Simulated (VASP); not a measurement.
Energy against volume of TiN (rock salt). Computed with revTPSS meta-GGA, VASP's PBE PAW potentials (set 64) (plane waves; VASP 6.6.1). Numerical set-up: 520 eV cut-off, 15×15×15 Γ-centred mesh, first-order Methfessel-Paxton smearing of 0.10 eV, potentials Ti_sv N.

```json
[
 {"V (Å³/atom)": "8.956", "E (eV/atom)": "-10.37899"},
 {"V (Å³/atom)": "9.242", "E (eV/atom)": "-10.40711"},
 {"V (Å³/atom)": "9.528", "E (eV/atom)": "-10.41703"},
 {"V (Å³/atom)": "9.814", "E (eV/atom)": "-10.41135"}
]
```

Problem. Fit these four points and predict the energy of the run at 10.100 Å³/atom.

Solution. A cubic in V^(−2/3), the third-order Birch-Murnaghan form, passes through the four points with V0 = 9.56 Å³/atom and B0 = 287 GPa, and gives -10.3923 eV/atom there. The run gave -10.3924 eV/atom, -0.1 meV/atom from the fit; all five points give B0 = 286 GPa.

The compound is TiN in the rock salt structure. It was relaxed first.
